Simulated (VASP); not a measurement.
Computed with PBE GGA, VASP's PBE PAW potentials (set 64) (plane waves; VASP).

Input for VASP

File POSCAR:
```
GaSb
4.3921050
  0.0000000000   0.7071068129   0.7071068129
  0.7071068129   0.0000000000   0.7071068129
  0.7071068129   0.7071068129   0.0000000000
Ga Sb
1 1
Cartesian
  0.0000000000   0.0000000000   0.0000000000
  0.3535534065   0.3535534065   0.3535534065
```

File KPOINTS:
```
Regular mesh
0
Gamma
  7 7 7
```

**INCAR**
```
# general
SYSTEM =GaSb
PREC   =Accurate
ENCUT  =350   # plane-wave cut-off (eV)
LREAL  =.FALSE.   # projection in real space or not
LASPH  =.TRUE.   # aspherical one-centre terms

# electronic loop
EDIFF  =1E-6   # SCF stop (eV)
NELM   =100
ALGO   =Normal
LMAXMIX=4   # l cut-off of mixed one-centre charges

# smearing
ISMEAR =0
SIGMA  =0.05   # width (eV)

# functional
GGA    =PE   # PBE

# output
LWAVE  =.FALSE.
LCHARG =.TRUE.
```

POTCAR, in this order: Ga_d Sb (PBE.64 set). Program: vasp_std.

What VASP printed:

### OSZICAR
```
       N       E                     dE             d eps       ncg     rms          rms(c)
DAV:   1     0.695038100405E+02    0.69504E+02   -0.74859E+03   520   0.135E+03
DAV:   2    -0.244708066666E+01   -0.71951E+02   -0.69845E+02   580   0.265E+02
DAV:   3    -0.732436591106E+01   -0.48773E+01   -0.48312E+01   630   0.663E+01
DAV:   4    -0.740516891431E+01   -0.80803E-01   -0.80779E-01   639   0.969E+00
DAV:   5    -0.740725651359E+01   -0.20876E-02   -0.20876E-02   663   0.130E+00    0.302E+00
DAV:   6    -0.736782076727E+01    0.39436E-01   -0.70638E-02   739   0.453E+00    0.182E+00
DAV:   7    -0.735735291831E+01    0.10468E-01   -0.39708E-02   590   0.181E+00    0.338E-01
DAV:   8    -0.735830429069E+01   -0.95137E-03   -0.47330E-03   635   0.934E-01    0.693E-02
DAV:   9    -0.735879619411E+01   -0.49190E-03   -0.72692E-04   580   0.244E-01    0.339E-02
DAV:  10    -0.735884665823E+01   -0.50464E-04   -0.58111E-05   643   0.514E-02    0.954E-03
DAV:  11    -0.735886697141E+01   -0.20313E-04   -0.33354E-05   555   0.471E-02    0.388E-03
DAV:  12    -0.735886801846E+01   -0.10470E-05   -0.14324E-06   562   0.965E-03    0.616E-04
DAV:  13    -0.735886789264E+01    0.12582E-06   -0.63949E-08   285   0.240E-03
   1 F= -.73588679E+01 E0= -.73587555E+01  d E =-.224872E-03
```

OUTCAR:
```
------------------------ aborting loop because EDIFF is reached ----------------------------------------
  FORCE on cell =-STRESS in cart. coord.  units (eV):
  Direction    XX          YY          ZZ          XY          YZ          ZX
  --------------------------------------------------------------------------------------
  Total        0.0198696      0.0198696      0.0198696      0.0000000      0.0000000     -0.0000000
  in kB        0.5313689      0.5313689      0.5313689      0.0000000      0.0000000     -0.0000000
  external PRESSURE =       0.5313689 kB  Pullay stress =       0.0000000 kB
  volume of cell :       59.91
      direct lattice vectors                 reciprocal lattice vectors
     0.000000000  3.105687368  3.105687368    -0.160994956  0.160994956  0.160994956
     3.105687368  0.000000000  3.105687368     0.160994956 -0.160994956  0.160994956
     3.105687368  3.105687368  0.000000000     0.160994956  0.160994956 -0.160994956
  FREE ENERGIE OF THE ION-ELECTRON SYSTEM (eV)
  ---------------------------------------------------
  free  energy   TOTEN  =        -7.3588678926 eV

  energy  without entropy=       -7.3586430205  energy(sigma->0) =       -7.35875546
```
(Selected blocks of OUTCAR.)

The compound is GaSb in the zinc blende structure. It was relaxed first, which changed the volume by +6 %.
